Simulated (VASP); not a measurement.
C, 2 atoms in the cell. Symmetry: Fd-3m, No. 227, cubic system. Conventional cell: a = 3.567 Å, b = 3.567 Å, c = 3.567 Å, α = 90.00°, β = 90.00°, γ = 90.00°. Around C (site symmetry -43m) lie 4 C at 1.54 Å. This isn't the form of C at room conditions, which is graphite.

```yaml
Program: VASP 6.6.1
Task: relaxation of cell and atoms
Functional: PBEsol
Potentials_or_basis: VASP PAW PBE potentials, release 64 (C)
Cutoff: 600 eV
k_mesh: 14 × 14 × 14
Occupations: gaussian, width 0.03 eV
Spin: no spin polarisation
Further_INCAR_settings: ALGO = Normal; EDIFF = 1e-06; IBRION = 2; EDIFFG = -0.01; NSW = 90; ISIF = 3
```

Potentials or basis: VASP PAW PBE potentials, release 64 (C).

The run is started by

```sh
$ cat potpaw_PBE.64/C/POTCAR > POTCAR
$ mpirun -np 1 vasp_std > vasp.out
```

Hardware: 1 thread of Intel(R) Xeon(R) 6975P-C (Granite Rapids), on a shared host.

Question: How long does it take, and how much memory?

Answer: Wall time 8 s on 1 thread of Intel(R) Xeon(R) 6975P-C (Granite Rapids), on a shared host, peak memory 0.12 GiB. Counts: scf iterations 22, k points 104, ion steps 3.
